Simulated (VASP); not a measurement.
Input:

```yaml
crystal:
  lattice:
    - [9.03345, 0.00000, 0.00000]
    - [0.00000, 3.20908, 0.00000]
    - [0.00000, 0.00000, 4.47745]
  atoms:
    - { symbol: Te, position: [0.75000, 0.50000, 0.51291] }
    - { symbol: Te, position: [0.25000, 0.50000, 0.48709] }
    - { symbol: Te, position: [0.00000, 0.50000, 0.00000] }
    - { symbol: Te, position: [0.50000, 0.50000, 0.00000] }
```

The numbers are results of r2SCAN meta-GGA, VASP's PBE PAW potentials (set 64) (plane waves; VASP), not measurements. Settings: 400 eV cut-off, 4×11×8 Γ-centred mesh, tetrahedra with Blöchl corrections, potentials Te.

### Question
Give the energies of bands 5 to 15 at the high-symmetry points, in eV from the Fermi level.

### Answer

| band | Γ | X | S | Y | Z | U | R | T |
|---|---|---|---|---|---|---|---|---|
| 5 | -4.78 | -4.24 | -5.95 | -6.31 | -6.35 | -5.33 | -4.89 | -4.98 |
| 6 | -4.67 | -4.24 | -5.95 | -4.96 | -6.34 | -5.33 | -4.89 | -4.94 |
| 7 | -2.67 | -3.96 | -3.75 | -4.96 | -2.73 | -5.22 | -4.74 | -4.80 |
| 8 | -2.67 | -3.96 | -3.75 | -3.36 | -2.72 | -5.22 | -4.74 | -4.79 |
| 9 | -2.40 | -0.50 | -2.78 | -3.25 | -2.47 | 0.67 | -3.77 | -4.67 |
| 10 | -2.40 | -0.50 | -2.78 | -3.16 | -2.46 | 0.67 | -3.77 | -4.63 |
| 11 | 1.08 | -0.13 | -2.40 | -1.22 | 2.33 | 0.86 | -3.63 | -1.27 |
| 12 | 1.30 | -0.13 | -2.40 | -1.21 | 2.39 | 0.86 | -3.63 | -1.27 |
| 13 | 1.35 | 1.44 | 0.98 | -0.69 | 2.57 | 2.40 | 2.19 | -0.74 |
| 14 | 2.38 | 1.44 | 0.98 | -0.68 | 2.63 | 2.40 | 2.19 | -0.74 |
| 15 | 2.38 | 3.49 | 1.49 | 2.71 | 2.81 | 2.56 | 2.39 | 2.39 |

It has no gap at this level: it comes out as a metal or semimetal.

The structure comes from a computed database's Te entry (Pmma); how it stands against other phases isn't given here. It was relaxed first.
